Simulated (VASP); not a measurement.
Given:

```
EuS
1.0
    0.00000     2.89842     2.89842
    2.89842     0.00000     2.89842
    2.89842     2.89842     0.00000
Eu S
1 1
Direct
  0.00000   0.00000   0.00000
  0.50000   0.50000   0.50000
```

The numbers are results of AM05 GGA, VASP's PBE PAW potentials (set 64) (plane waves; VASP), not measurements. Numerical set-up: 520 eV cut-off, 8×8×8 Γ-centred mesh, Gaussian smearing of 0.050 eV, potentials Eu_2 S.

The 4f electrons are frozen in the core of the lanthanide potential, so 4f levels, which can set the real gap, and their magnetism are missing.

**Question.** The job: EuS (rock salt), 2 atoms, AM05, static run, 520 eV, 8×8×8 Γ-centred mesh. Roughly how much core time does it take on a busy server core?

**Answer.** About 10 core-seconds (one run on a shared machine, a rough figure). It had 29 irreducible k-points, 11 bands, up to 1363 plane waves and 13 electronic steps.

The compound is EuS in the rock salt structure. It was relaxed first, which changed the volume by -8 %.
